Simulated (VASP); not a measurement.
Consider the following.

```yaml
crystal:
  lattice:
    - [0.00000, 2.59080, 2.59080]
    - [2.59080, 0.00000, 2.59080]
    - [2.59080, 2.59080, 0.00000]
  atoms:
    - { symbol: Hf, position: [0.00000, 0.00000, 0.00000] }
    - { symbol: O, position: [0.25000, 0.25000, 0.25000] }
    - { symbol: O, position: [0.75000, 0.75000, 0.75000] }
```

Computed with PBE GGA, VASP's PBE PAW potentials (set 64) (plane waves; VASP 6.6.1). Run with 520 eV cut-off, KSPACING 0.2 per Å, Gaussian smearing of 0.050 eV, potentials Hf_pv O.

Q: Give the stress tensor in GPa (positive for a compressed cell).

A: 
```
-14.06    0.00    0.00
  0.00  -14.06    0.00
  0.00    0.00  -14.06
```
The pressure is its mean diagonal, -14.06 GPa.

The compound is HfO2 in the fluorite structure, the high-temperature cubic form, which is unstable at 0 K; the monoclinic form is the stable one. The cell was not relaxed at this level. The run is one of a series of settings (KGAMMA = .TRUE., KSPACING = 0.2, KPOINTS file removed against the base run), some of them coarse on purpose.
